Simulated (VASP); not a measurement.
Method: LDA (Ceperley-Alder, Perdew-Zunger), VASP's LDA PAW potentials (set 64) (plane waves; VASP 6.6.1).

The input files of a VASP run:

### INCAR
```
SYSTEM = SrCl2
PREC = Accurate
ENCUT = 520
EDIFF = 1E-7
NELM = 100
ALGO = Normal
LREAL = .FALSE.
LASPH = .TRUE.
ISMEAR = 0
SIGMA = 0.05
LMAXMIX = 4
LWAVE = .FALSE.
LCHARG = .FALSE.
ISIF = 2
```

File POSCAR:
```
SrCl2
1
    0.0000000000     3.3378475605     3.3378475605
    3.3378475605     0.0000000000     3.3378475605
    3.3378475605     3.3378475605     0.0000000000
Sr Cl
1 2
Direct
  0.0000000000   0.0000000000   0.0000000000
  0.2500000000   0.2500000000   0.2500000000
  0.7500000000   0.7500000000   0.7500000000
```

File KPOINTS:
```
Automatic mesh
0
Gamma
6 6 6
```

POTCAR, in this order: Sr_sv Cl (LDA.64 set). Program: vasp_std.

Q: Estimate the energy per atom (σ→0), pressure, band gap (on the k-mesh).

A: 
```yaml
energy per atom (σ→0): -4.679 eV/atom
band gap (on the k-mesh): 5.04 eV
pressure: 3.00 GPa
```

OSZICAR:
```
...
DAV:   7    -0.140432399460E+02    0.31773E-01   -0.37166E-01   680   0.392E+00    0.126E+00
DAV:   8    -0.140355953082E+02    0.76446E-02   -0.63802E-02   648   0.148E+00    0.326E-01
DAV:   9    -0.140359373999E+02   -0.34209E-03   -0.17478E-03   728   0.300E-01    0.133E-01
DAV:  10    -0.140360853720E+02   -0.14797E-03   -0.13527E-04   728   0.783E-02    0.307E-02
DAV:  11    -0.140361081742E+02   -0.22802E-04   -0.22186E-05   728   0.311E-02    0.139E-02
DAV:  12    -0.140361093103E+02   -0.11361E-05   -0.50533E-06   688   0.132E-02    0.276E-03
DAV:  13    -0.140361094064E+02   -0.96059E-07   -0.19949E-07   640   0.340E-03
   1 F= -.14036109E+02 E0= -.14036109E+02  d E =-.224634E-15
```

The compound is SrCl2 in the fluorite structure. This cell is one point of a volume scan, at 0.94 of the reference volume.
